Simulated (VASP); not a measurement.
Computed with SCAN meta-GGA, VASP's PBE PAW potentials (set 64) (plane waves; VASP 6.6.1).

Input for VASP

**POSCAR**
```
SrVO3
1.0
  3.9056810656   0.0000000000   0.0000000000
  0.0000000000   3.9056810656   0.0000000000
  0.0000000000   0.0000000000   3.9056810656
Sr V O
1 1 3
direct
  0.0000000000   0.0000000000   0.0000000000
  0.5000000000   0.5000000000   0.5000000000
  0.5000000000   0.0000000000   0.5000000000
  0.0000000000   0.5000000000   0.5000000000
  0.5000000000   0.5000000000   0.0000000000
```

File KPOINTS:
```
Automatic mesh
0
Gamma
8 8 8
0 0 0
```

INCAR:
```
! general
SYSTEM =SrVO3
PREC   =Accurate
ENCUT  =520
LREAL  =.FALSE.
LASPH  =.TRUE.

! electronic loop
EDIFF  =1E-7
NELM   =100
ALGO   =Normal
LMAXMIX=4
LMIXTAU=.TRUE.

! smearing
ISMEAR =1
SIGMA  =0.1

! functional
METAGGA=SCAN

! ions
ISIF   =2

! output
LWAVE  =.FALSE.
LCHARG =.FALSE.
```

POTCAR, in this order: Sr_sv V_sv O (PBE.64 set). Program: vasp_std.

Output

OSZICAR:
```
       N       E                     dE             d eps       ncg     rms          rms(c)
DAV:   1     0.419577715609E+03    0.41958E+03   -0.24412E+04  1680   0.181E+03
DAV:   2    -0.675570676131E+02   -0.48713E+03   -0.48267E+03  2144   0.498E+02
DAV:   3    -0.965027560580E+02   -0.28946E+02   -0.28756E+02  1768   0.131E+02
DAV:   4    -0.976146546941E+02   -0.11119E+01   -0.10875E+01  3048   0.216E+01
DAV:   5    -0.976551253891E+02   -0.40471E-01   -0.34850E-01  1968   0.179E+00    0.377E+01
DAV:   6    -0.737030589122E+02    0.23952E+02   -0.95068E+01  2312   0.769E+01    0.169E+01
DAV:   7    -0.739657188197E+02   -0.26266E+00   -0.28164E+01  1848   0.483E+01    0.136E+01
DAV:   8    -0.739440139803E+02    0.21705E-01   -0.53027E+00  1824   0.195E+01    0.301E+00
DAV:   9    -0.732201193744E+02    0.72389E+00   -0.16095E+00  1960   0.107E+01    0.181E+00
DAV:  10    -0.735728365679E+02   -0.35272E+00   -0.27761E-01  2328   0.545E+00    0.686E-01
DAV:  11    -0.736028375373E+02   -0.30001E-01   -0.30658E-02  2304   0.145E+00    0.657E-01
DAV:  12    -0.735813969657E+02    0.21441E-01   -0.75779E-02  2240   0.225E+00    0.814E-01
DAV:  13    -0.736009979617E+02   -0.19601E-01   -0.34256E-02  2392   0.170E+00    0.943E-02
DAV:  14    -0.736016208062E+02   -0.62284E-03   -0.18721E-03  2368   0.413E-01    0.737E-02
DAV:  15    -0.736026415838E+02   -0.10208E-02   -0.26452E-04  2432   0.144E-01    0.720E-02
DAV:  16    -0.736031286481E+02   -0.48706E-03   -0.55296E-04  2288   0.211E-01    0.315E-02
DAV:  17    -0.736030944273E+02    0.34221E-04   -0.56462E-05  1864   0.861E-02    0.232E-02
DAV:  18    -0.736031277271E+02   -0.33300E-04   -0.26456E-05  1728   0.614E-02    0.119E-02
DAV:  19    -0.736031324540E+02   -0.47270E-05   -0.34980E-06  2376   0.185E-02    0.288E-03
DAV:  20    -0.736031336836E+02   -0.12296E-05   -0.23763E-07  1448   0.423E-03    0.117E-03
DAV:  21    -0.736031334679E+02    0.21563E-06   -0.15509E-07   984   0.414E-03    0.187E-03
DAV:  22    -0.736031334975E+02   -0.29545E-07   -0.52149E-08   952   0.236E-03
   1 F= -.73603133E+02 E0= -.73602436E+02  d E =-.209194E-02
```

OUTCAR:
```
------------------------ aborting loop because EDIFF is reached ----------------------------------------
  FORCE on cell =-STRESS in cart. coord.  units (eV):
  Direction    XX          YY          ZZ          XY          YZ          ZX
  --------------------------------------------------------------------------------------
  Total       -4.0929438     -4.0929438     -4.0929438      0.0000000     -0.0000000     -0.0000000
  in kB     -110.0667239   -110.0667239   -110.0667239      0.0000000     -0.0000000     -0.0000000
  external PRESSURE =    -110.0667239 kB  Pullay stress =       0.0000000 kB
  volume of cell :       59.58
      direct lattice vectors                 reciprocal lattice vectors
     3.905681066  0.000000000  0.000000000     0.256037291  0.000000000  0.000000000
     0.000000000  3.905681066  0.000000000     0.000000000  0.256037291  0.000000000
     0.000000000  0.000000000  3.905681066     0.000000000  0.000000000  0.256037291
 POSITION                                       TOTAL-FORCE (eV/Angst)
 -----------------------------------------------------------------------------------
      0.00000      0.00000      0.00000         0.000000      0.000000      0.000000
      1.95284      1.95284      1.95284         0.000000      0.000000      0.000000
      1.95284      0.00000      1.95284         0.000000      0.000000      0.000000
      0.00000      1.95284      1.95284         0.000000      0.000000      0.000000
      1.95284      1.95284      0.00000         0.000000      0.000000      0.000000
 -----------------------------------------------------------------------------------
    total drift:                                0.000000      0.000000     -0.000000
  FREE ENERGIE OF THE ION-ELECTRON SYSTEM (eV)
  ---------------------------------------------------
  free  energy   TOTEN  =       -73.6031334975 eV

  energy  without entropy=      -73.6010415585  energy(sigma->0) =      -73.60243618
```
(Selected blocks of OUTCAR.)

The compound is SrVO3 in the cubic perovskite structure. This cell is one point of a volume scan, at 1.06 of the reference volume. The run is not spin-polarised, so no magnetic state was tried. The electron count is odd and the run is not spin-polarised, which forces a metal.
